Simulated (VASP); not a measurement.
Level of theory: PBE GGA with D3 dispersion (zero damping), VASP's PBE PAW potentials (set 64) (plane waves; VASP 6.6.1).

A VASP calculation is set up with these files.

**INCAR**
```
SYSTEM = Al
PREC = Accurate; ENCUT = 520; LREAL = .FALSE.
LASPH = .TRUE.
EDIFF = 1E-6; NELM = 100; ALGO = Normal
ISMEAR = 1; SIGMA = 0.1
GGA = PE; IVDW = 11
IBRION = 2; NSW = 60; ISIF = 3
EDIFFG = -0.01
LWAVE = .FALSE.; LCHARG = .FALSE.
```

File KPOINTS:
```
Automatic mesh
0
Gamma
14 14 14
0 0 0
```

**POSCAR**
```
Al
1
    0.0000000000     2.0250000000     2.0250000000
    2.0250000000     0.0000000000     2.0250000000
    2.0250000000     2.0250000000     0.0000000000
Al
1
Direct
  0.0000000000   0.0000000000   0.0000000000
```

POTCAR, in this order: Al (PBE.64 set). Program: vasp_std.

What will the output report for the number of irreducible k-points (NKPTS), largest plane-wave count, number of space-group operations, FFT grid (NGX, NGY, NGZ)?

The number of irreducible k-points (NKPTS) comes out as 104 and the largest plane-wave count comes out as 459. The number of space-group operations comes out as 48. The FFT grid (NGX, NGY, NGZ) comes out as 24 × 24 × 24.

The compound is Al in the fcc structure. This run relaxes it. Symmetry was kept, so distortions that lower it aren't found.
